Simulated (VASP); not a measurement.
Crystal: Bi.

```
CELL_PARAMETERS angstrom
2.26750 1.30914 3.93800
-2.26750 1.30914 3.93800
0.00000 -2.61828 3.93800
ATOMIC_POSITIONS crystal
Bi 0.76600 0.76600 0.76600
Bi 0.23400 0.23400 0.23400
```

Base run:

| Quantity | Value |
| --- | --- |
| Program | VASP 6.6.1 |
| Functional | PBE |
| Potentials or basis | VASP PAW PBE potentials, release 64 (Bi_d) |
| Cutoff | 520 eV |
| k mesh | 8 × 8 × 8 |
| Occupations | gaussian, width 0.02 eV |
| Spin | non-collinear spin, zero start, spin-orbit coupling |
| Starting moments | [[0.0, 0.0, 0.0], [0.0, 0.0, 0.0]] μB |

Its results: pressure 3.0 GPa; largest force 0.175 eV/Å.

The run is repeated on the same cell with these changes: spin from non-collinear spin, zero start, spin-orbit coupling to no spin polarisation. What comes out?

Pressure 2.1 GPa; largest force 0.187 eV/Å.
